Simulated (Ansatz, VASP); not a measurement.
# Zr2NO2: VASP beside Ansatz, part 2 of 3

Aim: how closely do two programs agree when they are given the same cell, functional and k mesh? Of the first pair: The structure shown is the start of the Ansatz relaxation below; VASP solves that cell, so the two are compared at the walk's first step.

VASP 6.6.1 and Ansatz 0.2.0.

So far: Set-up; Ansatz: relaxation, PBEsol.

### Step 3. VASP: single point, PBEsol, start cell, pair 1

Level of this step: PBEsol; plane waves and PAW (N, Zr_sv, O) (VASP).

The same cell, functional, mesh and smearing now go to VASP, with its own data sets.

Lines of VASP's logs that name or quote its potential files are left out, and so is its time.

Contents of INCAR:

```
SYSTEM = Zr2NO2
PREC = Accurate
ENCUT = 520
EDIFF = 1E-06
NELM = 120
ISMEAR = 1
SIGMA = 0.2
LREAL = .FALSE.
ALGO = Normal
GGA = PS
NBANDS = 76
LASPH = .TRUE.
LORBIT = 11
LWAVE = .FALSE.
LCHARG = .FALSE.
ISIF = 2
LDIPOL = .TRUE.
IDIPOL = 3
DIPOL = 0.5 0.5 0.307
LVHAR = .TRUE.
GGA_COMPAT = .FALSE.
NELMDL = -8
KPAR = 4
```

Contents of POSCAR:

```
Zr2NO2
1.0
    3.2292100000      0.0000000000      0.0000000000
    1.6146050000      8.3897340000      0.0000000000
    0.0000000000      0.0000000000     32.6000000000
N Zr O
3 6 6
Direct
    0.9976401516      0.0047196968      0.3065747546
    0.3356931816      0.3286136367      0.3069221779
    0.6666666666      0.6666666667      0.3067484662
    0.8883885948      0.2232228102      0.3485626687
    0.2209378747      0.5581242505      0.3474755828
    0.5573401969      0.8853196061      0.3477001074
    0.4449447384      0.1101105232      0.2649342638
    0.7759931363      0.4480137273      0.2657968251
    0.1123954585      0.7752090830      0.2660213497
    0.4446639786      0.1106720428      0.3770182975
    0.7794036139      0.4411927721      0.3775292024
    0.1092657407      0.7814685186      0.3784339570
    0.8886693546      0.2226612906      0.2364786349
    0.2240675925      0.5518648149      0.2350629754
    0.5539297193      0.8921405614      0.2359677300
```

Contents of KPOINTS:

```
Automatic mesh
0
Gamma
12 12 1
0 0 0
```

PAW data sets: N, Zr_sv and O (PBE family, release 64).

Started as:

```
mpirun -np 4 vasp_std
```

Numbers of over 12 decimals in the logs are rounded to 6 here.

The log of the run:

```text
[banner, memory and clock lines left out]
running    4 mpi-ranks, on    1 nodes
 distrk:  each k-point on    1 cores,    4 groups
 distr:  one band on    1 cores,    1 groups

 POSCAR found type information on POSCAR N ZrO
 POSCAR found :  3 types and      15 ions
|                                                                             |
|               ----> ADVICE to this user running VASP <----                  |
|                                                                             |
|     You enforced a specific xc type in the INCAR file but a different       |
|     [... a line on the potential file left out ...]
|     I HOPE YOU KNOW WHAT YOU ARE DOING!                                     |
|                                                                             |

 LDA part: xc-table for (Slater+PW92), standard interpolation
 POSCAR, INCAR and KPOINTS ok, starting setup
 FFT: planning ... GRIDC
 FFT: planning ... GRID_SOFT
 FFT: planning ... GRID
 WAVECAR not read
 entering main loop
       N       E                     dE             d eps       ncg     rms          rms(c)
DAV:   1     0.134216772578E+04    0.13422E+04   -0.58251E+04  8224   0.132E+03
DAV:   2     0.149190937091E+02   -0.13272E+04   -0.13049E+04  8996   0.372E+02
DAV:   3    -0.161800878599E+03   -0.17672E+03   -0.17484E+03  8152   0.126E+02
DAV:   4    -0.175414627517E+03   -0.13614E+02   -0.13573E+02 11392   0.348E+01
DAV:   5    -0.176621118116E+03   -0.12065E+01   -0.12060E+01  9840   0.659E+00
DAV:   6    -0.176641129848E+03   -0.20012E-01   -0.20008E-01 10224   0.128E+00
DAV:   7    -0.176641978843E+03   -0.84899E-03   -0.84895E-03  9744   0.221E-01
DAV:   8    -0.176642009746E+03   -0.30903E-04   -0.30900E-04  9376   0.434E-02    0.610E+01
DAV:   9    -0.151840432045E+03    0.24802E+02   -0.14838E+02  7968   0.441E+01    0.272E+01
DAV:  10    -0.151338283921E+03    0.50215E+00   -0.15916E+01  8140   0.145E+01    0.142E+01
DAV:  11    -0.151152235598E+03    0.18605E+00   -0.18621E+00  9436   0.549E+00    0.171E+00
DAV:  12    -0.151139768423E+03    0.12467E-01   -0.19420E-01  9344   0.181E+00    0.108E+00
DAV:  13    -0.151129269752E+03    0.10499E-01   -0.57453E-02  8104   0.117E+00    0.582E-01
DAV:  14    -0.151128462876E+03    0.80688E-03   -0.80088E-03  8280   0.455E-01    0.126E-01
[...]
DAV:  24    -0.151133237211E+03   -0.78625E-04   -0.33258E-06  6016   0.359E-03    0.835E-04
DAV:  25    -0.151133256243E+03   -0.19032E-04   -0.50917E-07  5344   0.168E-03    0.647E-04
DAV:  26    -0.151133264342E+03   -0.80989E-05   -0.18398E-07  4120   0.985E-04    0.347E-04
DAV:  27    -0.151133271457E+03   -0.71153E-05   -0.25010E-07  4896   0.945E-04    0.337E-04
DAV:  28    -0.151133273748E+03   -0.22910E-05   -0.67997E-08  3920   0.670E-04    0.234E-04
DAV:  29    -0.151133275723E+03   -0.19750E-05   -0.42034E-08  4024   0.493E-04    0.741E-05
DAV:  30    -0.151133276769E+03   -0.10464E-05   -0.12853E-08  3840   0.347E-04    0.973E-05
DAV:  31    -0.151133277322E+03   -0.55277E-06    0.31370E-09  3784   0.210E-04
   1 F= -.15113328E+03 E0= -.15112907E+03  d E =-.126358E-01
```

Parts of OUTCAR (step 3):

```text
ion  position               nearest neighbor table
   1  0.998  0.005  0.307-   7 2.29   7 2.29   4 2.29   6 2.33   6 2.33   9 2.34
   2  0.336  0.329  0.307-   4 2.29   4 2.29   7 2.29   8 2.33   8 2.33   5 2.34
   3  0.667  0.667  0.307-   8 2.27   6 2.27   9 2.28   9 2.28   5 2.28   5 2.28
   4  0.888  0.223  0.349-  11 2.06  10 2.09  10 2.09   2 2.29   2 2.29   1 2.29   5 3.24   5 3.24
                             6 3.26   6 3.26   8 3.29   7 3.31   7 3.31
   5  0.221  0.558  0.347-  11 2.13  11 2.13  12 2.13   3 2.28   3 2.28   2 2.34   6 3.18   6 3.18
                             9 3.22   4 3.24   4 3.24   8 3.25   8 3.25
   6  0.557  0.885  0.348-  12 2.09  12 2.09  10 2.12   3 2.27   1 2.33   1 2.33   5 3.18   5 3.18
                             9 3.25   9 3.25   4 3.26   4 3.26   7 3.29
   7  0.445  0.110  0.265-  15 2.06  13 2.09  13 2.09   1 2.29   1 2.29   2 2.29   9 3.24   9 3.24
                             8 3.26   8 3.26   6 3.29   4 3.31   4 3.31
   8  0.776  0.448  0.266-  14 2.09  14 2.09  13 2.12   3 2.27   2 2.33   2 2.33   9 3.18   9 3.18
                             5 3.25   5 3.25   7 3.26   7 3.26   4 3.29
   9  0.112  0.775  0.266-  15 2.13  15 2.13  14 2.13   3 2.28   3 2.28   1 2.34   8 3.18   8 3.18
                             5 3.22   7 3.24   7 3.24   6 3.25   6 3.25
  10  0.445  0.111  0.377-   4 2.09   4 2.09   6 2.12
  11  0.779  0.441  0.378-   4 2.06   5 2.13   5 2.13
  12  0.109  0.781  0.378-   6 2.09   6 2.09   5 2.13
  13  0.889  0.223  0.236-   7 2.09   7 2.09   8 2.12
  14  0.224  0.552  0.235-   8 2.09   8 2.09   9 2.13
  15  0.554  0.892  0.236-   7 2.06   9 2.13   9 2.13

  LATTYP: Found a base centered orthorhombic cell.
 ALAT       =     3.2292100000
 B/A-ratio  =     5.1961526194
 C/A-ratio  =    10.0953483979

 Subroutine GETGRP returns: Found  4 space group operations
 (whereof  2 operations were pure point group operations)

The static configuration has the point symmetry C_1h.
 The point group associated with its full space group is C_2h.

 Found     43 irreducible k-points:

   k-points           NKPTS =     43   k-points in BZ     NKDIM =     43   number of bands    NBANDS=     76

   dimension x,y,z NGX =    24 NGY =   64 NGZ =  250
   dimension x,y,z NGXF=    48 NGYF=  128 NGZF=  500

   ENCUT  =  520.0 eV  38.22 Ry    6.18 a.u.   6.00 15.89 60.61*2*pi/ulx,y,z

   NELECT =     123.0000    total number of electrons

 k-points in reciprocal lattice and weights: Automatic mesh
   0.00000000  0.00000000  0.00000000       0.007
   0.08333333 -0.00000000  0.00000000       0.028
   0.16666667  0.00000000  0.00000000       0.028
   0.25000000 -0.00000000  0.00000000       0.028
   0.33333333  0.00000000  0.00000000       0.028
   0.41666667  0.00000000  0.00000000       0.028
   0.50000000 -0.00000000  0.00000000       0.014
   0.00000000  0.08333333  0.00000000       0.014
   0.16666667  0.08333333  0.00000000       0.014
[...]
-0.08333333  0.41666667  0.00000000       0.028
   0.00000000  0.50000000  0.00000000       0.007

 dipolmoment           0.000000      0.000000      0.000003 electrons x Angstroem

 average (electrostatic) potential at core
       1 -71.3105       2 -71.3105       3 -71.5227       4 -86.3456       5 -86.1434
       6 -86.1824       7 -86.3456       8 -86.1824       9 -86.1434      10 -78.1286
      11 -78.0598      12 -78.0344      13 -78.1286      14 -78.0344      15 -78.0598

 E-fermi :  -1.9101

 k-point     1 :       0.0000    0.0000    0.0000
  band No.  band energies     occupation
    ...
     58      -5.3471      2.00000
     59      -4.8975      2.00000
     60      -4.8858      2.00000
     61      -2.4778      2.00045
     62      -2.1849      2.06536
     63      -1.3855     -0.00131
     64      -1.3786     -0.00111
     65      -1.0537     -0.00000
     66      -0.0563     -0.00000
     67       0.0831     -0.00000
    ...

 k-point     2 :       0.0833   -0.0000    0.0000
  band No.  band energies     occupation
    ...
     58      -5.2473      2.00000
     59      -5.1874      2.00000
     60      -5.0139      2.00000
     61      -2.2757      2.02677
     62      -1.9976      1.66786
     63      -1.3975     -0.00174
     64      -1.2870     -0.00010
     65      -1.0200     -0.00000
     66      -0.2946     -0.00000
     67      -0.0731     -0.00000
    ...

 k-point     3 :       0.1667    0.0000    0.0000
  band No.  band energies     occupation
    ...
     57      -5.6026      2.00000
     58      -5.5052      2.00000
     59      -5.3581      2.00000
     60      -5.0356      2.00000
     61      -1.8537      0.54317
     62      -1.6608     -0.07078
     63      -1.6215     -0.06020
     64      -1.2028     -0.00001
     65      -0.6352     -0.00000
     66      -0.5437     -0.00000
    ...

  Total        0.0599607      1.2238221      0.3172181      0.0000000      0.5189157      0.0000000
  in kB        0.1087714      2.2200707      0.5754484      0.0000000      0.9413373      0.0000000
  external PRESSURE =       0.9680969 kB  Pullay stress =       0.0000000 kB

  energy-cutoff  :      520.00
  volume of cell :      883.21
      direct lattice vectors                 reciprocal lattice vectors
     3.229210000  0.000000000  0.000000000     0.309673264 -0.059596645  0.000000000
     1.614605000  8.389734000  0.000000000     0.000000000  0.119193290  0.000000000
     0.000000000  0.000000000 32.600000000     0.000000000  0.000000000  0.030674847

 POSITION                                       TOTAL-FORCE (eV/Angst)
 -----------------------------------------------------------------------------------
      3.22921      0.03960      9.99434        -0.000000     -0.154076     -0.028362
      1.61460      2.75698     10.00566         0.000000      0.154076      0.028362
      3.22921      5.59316     10.00000        -0.000000     -0.000000      0.000000
      3.22921      1.87278     11.36314         0.000000     -0.137446      0.183943
      1.61460      4.68251     11.32770         0.000000      0.059773     -0.104359
      3.22921      7.42760     11.33502        -0.000000     -0.227282     -0.026717
      1.61460      0.92380      8.63686        -0.000000      0.137446     -0.183943
      3.22921      3.75872      8.66498         0.000000      0.227282      0.026717
      1.61461      6.50380      8.67230        -0.000000     -0.059773      0.104359
      1.61460      0.92851     12.29080         0.000000      0.095678      0.022339
      3.22921      3.70149     12.30745         0.000000      0.133325      0.051402
      1.61461      6.55631     12.33695         0.000000      0.061125      0.014207
      3.22921      1.86807      7.70920         0.000000     -0.095678     -0.022339
      1.61460      4.63000      7.66305        -0.000000     -0.061125     -0.014207
      3.22921      7.48482      7.69255         0.000000     -0.133325     -0.051402
 -----------------------------------------------------------------------------------
    total drift:                                0.000015      0.000061      0.000146

  FREE ENERGIE OF THE ION-ELECTRON SYSTEM (eV)
  ---------------------------------------------------
  free  energy   TOTEN  =      -151.1332773220 eV

  energy  without entropy=     -151.1206415283  energy(sigma->0) =     -151.12906539

 vacuum level on the upper side and lower side of the slab         2.956         2.956

 total charge
# of ion       s       p       d       tot
------------------------------------------
    1        1.238   2.467   0.000   3.705
    2        1.238   2.467   0.000   3.705
    3        1.241   2.472   0.000   3.713
    4        2.186   6.060   1.567   9.813
    5        2.173   6.044   1.600   9.816
    6        2.178   6.050   1.593   9.821
    7        2.186   6.060   1.567   9.813
    8        2.178   6.050   1.593   9.821
    9        2.173   6.044   1.600   9.816
   10        1.566   3.472   0.000   5.039
   11        1.566   3.465   0.000   5.031
   12        1.566   3.461   0.000   5.027
   13        1.566   3.472   0.000   5.039
   14        1.566   3.461   0.000   5.027
   15        1.566   3.465   0.000   5.031
--------------------------------------------------
tot         26.188  64.510   9.519 100.218

[... 3 further parts left out ...]
```

The run ends at a pressure of 0.10 GPa, with forces up to 0.23 eV/Å.

### Step 4. Comparison

Known differences besides the potentials themselves: Ansatz cuts the interaction across the vacuum, VASP repeats the sheet with a dipole correction; the cutoff is 420 eV in Ansatz and 520 eV in VASP; Ansatz makes its cores anew for this functional, VASP keeps those of its PBE data sets. Total energies have different zeros and are not compared.

Forces on 9 of the 15 atoms, those with the largest forces and the largest differences (eV/Å; atoms numbered as in POSCAR):

```tsv
atom	Ansatz x, y, z	VASP x, y, z
N1	0.000, -0.151, -0.029	0.000, -0.154, -0.028
N2	0.000, 0.151, 0.029	0.000, 0.154, 0.028
Zr4	0.000, -0.130, 0.200	0.000, -0.137, 0.184
Zr6	0.000, -0.233, -0.014	0.000, -0.227, -0.027
Zr7	0.000, 0.130, -0.200	0.000, 0.137, -0.184
Zr8	0.000, 0.233, 0.014	0.000, 0.227, 0.027
O11	0.000, 0.120, 0.015	0.000, 0.133, 0.051
O12	0.000, 0.065, -0.023	0.000, 0.061, 0.014
O15	0.000, -0.120, -0.015	0.000, -0.133, -0.051
```

The forces differ by 14 meV/Å r.m.s., which is 16.3 % of the r.m.s. force of 0.089 eV/Å (both taken over all components). With vacuum in the cell, a pressure given here is an average over mostly empty space and none of the material.

(Continued in part 3 of 3.)

[Lines on the potential files, build, host, timing and source positions are cut from VASP's logs without a mark.]

[Logs are printed without paths, hosts, clocks, repeated set-up lines and the standing remarks that a program may print on its own settings, such as how far it seeks lower states.]

[Hosts, paths, dates, database ids (printed as entryN), source tags and the programs' standing remarks are cut or masked in the printed files.]
